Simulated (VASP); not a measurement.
Energy against volume of Si (diamond). Calculation: optB86b-vdW, VASP's PBE PAW potentials (set 64) (plane waves; VASP 6.6.1). Run with 520 eV cut-off, 8×8×8 Γ-centred mesh, Gaussian smearing of 0.050 eV, potentials Si.

```tsv
V (Å³/atom)	E (eV/atom)
19.686	-4.29922
20.295	-4.30475
20.904	-4.29987
21.513	-4.28610
```

### Question
Fit these four points and predict the energy of the run at 19.077 Å³/atom.

### Answer
A cubic in V^(−2/3), the third-order Birch-Murnaghan form, passes through the four points with V0 = 20.30 Å³/atom and B0 = 91 GPa, and gives -4.2815 eV/atom there. The run gave -4.2815 eV/atom, +0.0 meV/atom from the fit; all five points give B0 = 91 GPa.

The compound is Si in the diamond structure. It was relaxed first.
